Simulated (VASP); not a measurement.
Crystal: P.

```
P
1.0
     1.65884   -5.09887    0.00000
     1.65884    5.09887    0.00000
     0.00000    0.00000    4.17130
P
4
Direct
  0.10605 0.89395 0.07264
  0.60605 0.39395 0.42736
  0.89395 0.10605 0.92736
  0.39395 0.60605 0.57264
```

Base run:

| Property | Result |
| --- | --- |
| Program | VASP 6.6.1 |
| Functional | PBE |
| Potentials or basis | VASP PAW PBE potentials, release 64 (P) |
| Cutoff | 450 eV |
| k mesh | 10 × 10 × 7 |
| Occupations | gaussian, width 0.02 eV |
| Spin | no spin polarisation |

Its results: band gap on the k mesh none (metal or under the smearing width); pressure 3.7 GPa; largest force 0.008 eV/Å.

Question: After a change of settings the same cell gave: band gap on the k mesh none (metal or under the smearing width); pressure 2.6 GPa; largest force 0.392 eV/Å. Which change was it?
A. cutoff from 450 eV to 600 eV
B. functional from PBE to r2SCAN; further incar settings from ALGO = Fast; EDIFF = 1e-06; NBANDS = 18 to ALGO = Normal; EDIFF = 1e-06; NBANDS = 18
C. functional from PBE to PBEsol
D. functional from PBE to PBEsol; cutoff from 450 eV to 600 eV

Answer: B.

Caveats: the PAW data sets were made with another functional, which shifts forces and pressure a little (some runs).
